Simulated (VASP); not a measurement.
Level of theory: LDA (Ceperley-Alder, Perdew-Zunger), VASP's LDA PAW potentials (set 64) (plane waves; VASP 6.6.1).

Input for VASP

File POSCAR:
```
HfO2
2.550160
  0.0000000000   1.0000000000   1.0000000000
  1.0000000000   0.0000000000   1.0000000000
  1.0000000000   1.0000000000   0.0000000000
Hf O
1 2
Direct
  0.0000000000   0.0000000000   0.0000000000
  0.2500000000   0.2500000000   0.2500000000
  0.7500000000   0.7500000000   0.7500000000
```

INCAR:
```
# general
SYSTEM  = HfO2
PREC    = Accurate
ENCUT   = 400
LREAL   = .FALSE.
LASPH   = .TRUE.

# electronic loop
EDIFF   = 1E-6
NELM    = 100
ALGO    = Normal
LMAXMIX = 6

# smearing
ISMEAR  = -1
SIGMA   = 0.01

# ions
ISIF    = 2

# output
LWAVE   = .FALSE.
LCHARG  = .FALSE.
```

KPOINTS:
```
Automatic mesh
0
Gamma
8 8 8
0 0 0
```

POTCAR, in this order: Hf_pv O (LDA.64 set). Program: vasp_std.

At this cut-off the stress carries a Pulay error, which pulls relaxed volumes low. Unless said otherwise, spin-orbit coupling is left out, though it shifts the bands of the heavy elements here.

Problem. Predict the energy per atom (σ→0), pressure, band gap (on the k-mesh).

Solution. 
| Property | Result |
|---|---|
| energy per atom (σ→0) | -10.994 eV/atom |
| band gap (on the k-mesh) | 3.55 eV |
| pressure | -23.34 GPa |

OSZICAR:
```
...
DAV:   6    -0.332394928458E+02    0.53504E+01   -0.29258E+01   968   0.367E+01    0.431E+01
DAV:   7    -0.330605641741E+02    0.17893E+00   -0.84796E-01  1038   0.841E+00    0.288E+01
DAV:   8    -0.329941179437E+02    0.66446E-01   -0.25964E-01  1052   0.498E+00    0.566E+00
DAV:   9    -0.329822186683E+02    0.11899E-01   -0.38284E-02  1045   0.181E+00    0.177E+00
DAV:  10    -0.329818591432E+02    0.35953E-03   -0.31357E-03  1216   0.426E-01    0.202E-01
DAV:  11    -0.329818409639E+02    0.18179E-04   -0.18324E-04   926   0.108E-01    0.128E-01
DAV:  12    -0.329818406272E+02    0.33674E-06   -0.69572E-06  1206   0.231E-02
   1 F= -.32981841E+02 E0= -.32981841E+02  d E =-.386905E-13
```

The structure is a typed HfO2 crystal (Fm-3m). The cell was not relaxed at this level. The run is one of a series of settings (GGA removed, POTCAR Hf_pv O (LDA.64 set) against the base run), some of them coarse on purpose.
